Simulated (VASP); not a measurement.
```xyz
2
Lattice="0.0000 2.7795 2.7795 2.7795 0.0000 2.7795 2.7795 2.7795 0.0000" Properties=species:S:1:pos:R:3 pbc="T T T"
Ga     0.0000     0.0000     0.0000
P      1.3898     1.3898     1.3898
```

Calculation: PBE GGA, VASP's PBE PAW potentials (set 64) (plane waves; VASP 6.6.1). Run with 400 eV cut-off, 6×6×6 Γ-centred mesh, Gaussian smearing of 0.050 eV, potentials Ga_d P.

Problem. Give the stress tensor in GPa (positive for a compressed cell).

Solution. 
```
-2.30   0.00   0.00
 0.00  -2.30   0.00
 0.00   0.00  -2.30
```
The pressure is its mean diagonal, -2.30 GPa.

The compound is GaP in the zinc blende structure. The cell was not relaxed at this level.
